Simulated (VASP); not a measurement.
**CaMg3O4 (ordered alloy cell): computed properties**

Calculation: PBEsol GGA, VASP's PBE PAW potentials (set 64) (plane waves; VASP 6.6.1).

* **space group**: Pm-3m (221)
* **cell**: a = 4.399 Å, b = 4.399 Å, c = 4.399 Å, α = 90.00°, β = 90.00°, γ = 90.00°
* **volume per atom**: 10.64 Å³/atom
* **band gap (over mesh and band path)**: 3.48 eV
* **smallest direct gap (over mesh and band path)**: 3.48 eV
* **band-edge character**: direct, Γ to Γ
* **density**: 3.45 g/cm³

```xyz
8
Lattice="4.3992 0.0000 0.0000 0.0000 4.3992 0.0000 0.0000 0.0000 4.3992" Properties=species:S:1:pos:R:3 pbc="T T T"
Mg     0.0000     0.0000     0.0000
Mg     2.1996     2.1996     0.0000
Mg     2.1996     0.0000     2.1996
O      2.1996     2.1996     2.1996
O      0.0000     0.0000     2.1996
O      0.0000     2.1996     0.0000
O      2.1996     0.0000     0.0000
Ca     0.0000     2.1996     2.1996
```

The structure was generated: CaMg3O4 was put into an ordered model structure (Pm-3m), which need not be its known phase. It was relaxed first. Symmetry was kept, so distortions that lower it aren't found.
